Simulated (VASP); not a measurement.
Shape and ions are relaxed at each volume.

Consider the following.

```
GaN
1.0
    1.57943    -2.73566     0.00000
    1.57943     2.73566     0.00000
    0.00000     0.00000     5.14582
Ga N
2 2
Direct
  0.66667   0.33333   0.50020
  0.33333   0.66667   0.00020
  0.66667   0.33333   0.87680
  0.33333   0.66667   0.37680
```

Computed with LDA (Ceperley-Alder, Perdew-Zunger), VASP's LDA PAW potentials (set 64) (plane waves; VASP 6.6.1). Numerical set-up: 520 eV cut-off, 10×10×5 Γ-centred mesh, Gaussian smearing of 0.050 eV, potentials Ga_d N.

Give the energy at these volumes per atom, relative to the lowest: 10.45, 10.78, 11.12, 11.45, 11.78 Å³.

28.2, 6.7, 0.0, 6.0, 22.6 meV/atom. A third-order Birch-Murnaghan fit gives B0 = 202 GPa and B0′ = 4.4.

The compound is GaN in the wurtzite structure. It was relaxed first.
